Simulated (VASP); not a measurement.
Method: PBE GGA, VASP's PBE PAW potentials (set 64) (plane waves; VASP).

The input files of a VASP run:

### KPOINTS
```
Automatic mesh
0
Gamma
11 11 11
0 0 0
```

### KPOINTS_OPT
```
k-points along high-symmetry lines
10
Line-mode
Reciprocal
  0.000000   0.000000   0.000000 ! GAMMA
  0.500000   0.000000   0.500000 ! X

  0.500000   0.000000   0.500000 ! X
  0.625000   0.250000   0.625000 ! U

  0.375000   0.375000   0.750000 ! K
  0.000000   0.000000   0.000000 ! GAMMA

  0.000000   0.000000   0.000000 ! GAMMA
  0.500000   0.500000   0.500000 ! L

  0.500000   0.500000   0.500000 ! L
  0.500000   0.250000   0.750000 ! W

  0.500000   0.250000   0.750000 ! W
  0.500000   0.000000   0.500000 ! X
```

File POSCAR:
```
ZrO2
3.6705450
  0.0000000000   0.7071067103   0.7071067103
  0.7071067103   0.0000000000   0.7071067103
  0.7071067103   0.7071067103   0.0000000000
Zr O
1 2
Cart
  0.0000000000   0.0000000000   0.0000000000
  0.3535533552   0.3535533552   0.3535533552
  1.0606600655   1.0606600655   1.0606600655
```

**INCAR**
```
GGA = PE   ! PBE
NELM = 100   ! most electronic steps
SYSTEM = ZrO2
ALGO = Normal   ! blocked Davidson
LREAL = .FALSE.
ISIF = 2   ! forces and stress, cell fixed
LASPH = .TRUE.   ! aspherical one-centre terms
EDIFF = 1E-6   ! SCF stop (eV)
ENCUT = 400
LCHARG = .FALSE.
SIGMA = 0.02
ISMEAR = 0   ! Gaussian
LMAXMIX = 4   ! l cut-off of mixed one-centre charges
LWAVE = .FALSE.
PREC = Accurate
```

POTCAR, in this order: Zr_sv O (PBE.64 set). Program: vasp_std.

At this cut-off the stress carries a Pulay error, which pulls relaxed volumes low.

Q: Predict the energy per atom (σ→0), pressure, band gap (over mesh and band path).

A: 
energy per atom (σ→0): -9.521 eV/atom
band gap (over mesh and band path): 3.19 eV
pressure: -14.85 GPa

**OSZICAR**
```
...
DAV:  10    -0.285644865716E+02   -0.12896E-02   -0.41751E-03  2184   0.682E-01    0.128E-01
DAV:  11    -0.285645541227E+02   -0.67551E-04   -0.14840E-03  2320   0.317E-01    0.134E-01
DAV:  12    -0.285644862160E+02    0.67907E-04   -0.40997E-04  2064   0.156E-01    0.344E-03
DAV:  13    -0.285644877373E+02   -0.15213E-05   -0.83266E-06  2152   0.232E-02    0.470E-03
DAV:  14    -0.285644884340E+02   -0.69671E-06   -0.19189E-06  1848   0.109E-02
   1 F= -.28564488E+02 E0= -.28564488E+02  d E =-.253027E-18
       N       E                     dE             ncg
       N       E                     dE             ncg
```

The structure comes from a computed database's ZrO2 entry; how it stands against other phases isn't given here. The cell was not relaxed at this level.
